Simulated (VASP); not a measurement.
```xyz
2
Lattice="4.3865 0.0000 0.0000 0.0000 4.3865 0.0000 0.0000 0.0000 4.3865" Properties=species:S:1:pos:R:3 pbc="T T T"
Cs     0.0000     0.0000     0.0000
Br     2.1932     2.1932     2.1932
```

The numbers are results of PBE GGA, VASP's PBE PAW potentials (set 64) (plane waves; VASP 6.6.1), not measurements. Settings: 530 eV cut-off, 6×6×6 Γ-centred mesh, Gaussian smearing of 0.050 eV, potentials Cs_sv Br.

Give the elastic stiffness tensor with the ions relaxed (GPa, in the frame of the cell).

|  | xx | yy | zz | yz | xz | xy |
|---|---|---|---|---|---|---|
| xx | 27.1 | 5.2 | 5.2 | 0.0 | 0.0 | 0.0 |
| yy | 5.2 | 27.1 | 5.2 | 0.0 | 0.0 | 0.0 |
| zz | 5.2 | 5.2 | 27.1 | 0.0 | 0.0 | 0.0 |
| yz | 0.0 | 0.0 | 0.0 | 4.8 | 0.0 | 0.0 |
| xz | 0.0 | 0.0 | 0.0 | 0.0 | 4.8 | 0.0 |
| xy | 0.0 | 0.0 | 0.0 | 0.0 | 0.0 | 4.8 |

Estimate the Hill bulk modulus, Hill shear modulus, Young's modulus, Poisson's ratio.

Hill bulk modulus: 125 kbar
Hill shear modulus: 6.8 GPa
Young's modulus: 17.2 GPa
Poisson's ratio: 0.272

The compound is CsBr in the CsCl type structure. It was relaxed first, which changed the volume by +7 %.
